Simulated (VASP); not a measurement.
CS2N2: single point with PBE

The system is CS2N2.

```
CELL_PARAMETERS angstrom
8.58168 0.00000 0.00000
0.00000 8.58168 0.00000
0.00000 0.00000 8.58168
ATOMIC_POSITIONS crystal
S 0.08142 0.00770 0.31889
S 0.27802 0.91678 0.02068
S 0.74864 0.01208 0.94916
S 0.74879 0.35811 0.04408
S 0.52160 0.64512 0.84073
S 0.38550 0.82348 0.55603
S 0.45425 0.21737 0.72835
S 0.54383 0.30064 0.38502
C 0.18373 0.97832 0.15907
C 0.74901 0.18440 0.00543
C 0.46193 0.74625 0.69675
C 0.50142 0.25875 0.55110
N 0.97514 0.65744 0.82744
N 0.96276 0.73120 0.72197
N 0.76624 0.69284 0.33025
N 0.68746 0.79033 0.30516
N 0.27704 0.49827 0.12936
N 0.17273 0.54910 0.18379
N 0.98620 0.37743 0.51994
N 0.95951 0.34149 0.64387
```

The cell was built by a generator and needn't be a form met in nature.

```yaml
Program: VASP 6.6.1
Task: single point
Functional: PBE
Potentials_or_basis: VASP PAW PBE potentials, release 64 (S, C, N)
Cutoff: 520 eV
k_mesh: 1 × 1 × 1
Occupations: fermi-dirac, width 0.05 eV
Spin: no spin polarisation
Dipole_correction: no
Further_INCAR_settings: LREAL = Auto; ALGO = Fast; EDIFF = 1e-06; NBANDS = 68
```

| Property | Result |
| --- | --- |
| Pressure | 0.4 GPa |
| Largest force | 4.279 eV/Å |
| Band gap on the k mesh | 3.22 eV, direct |

Forces in eV/Å, atoms in the order of the input:
```
S    1.670 -0.103 -2.747
S    0.514  0.174 -0.856
S    0.021 -0.100  0.185
S    0.145  1.380  0.528
S   -0.220  0.848 -1.132
S   -0.387  0.893 -0.943
S    0.447  0.464 -2.158
S    0.493  0.440 -1.844
C   -2.252  0.114  3.636
C    0.065 -1.261 -0.664
C    0.614 -1.880  2.007
C   -1.146 -0.854  4.018
N    0.067 -0.262  0.447
N   -0.036  0.347 -0.450
N    1.629 -2.047  0.520
N   -1.595  2.023 -0.543
N    1.686 -0.893 -0.853
N   -1.729  0.816  0.893
N   -0.492 -0.706  2.299
N    0.506  0.606 -2.344
```

Stress tensor (GPa, compression positive):
```
 0.73 -0.63  0.51
-0.63  1.38  0.20
 0.51  0.20 -0.78
```

Levels at points of the mesh, in eV from the valence-band top:
```tsv
k point	band 49	band 50	band 51	band 52	band 53	band 54	band 55	band 56
(0.00, 0.00, 0.00)	-0.20	-0.10	-0.05	0.00	3.22	3.43	3.52	3.58
```

Wall time 37 s on 1 thread of Intel(R) Xeon(R) 6975P-C (Granite Rapids) (shared host), peak memory 0.56 GiB.

Caveat: the standard files for N, O and F lose accuracy on very short bonds.
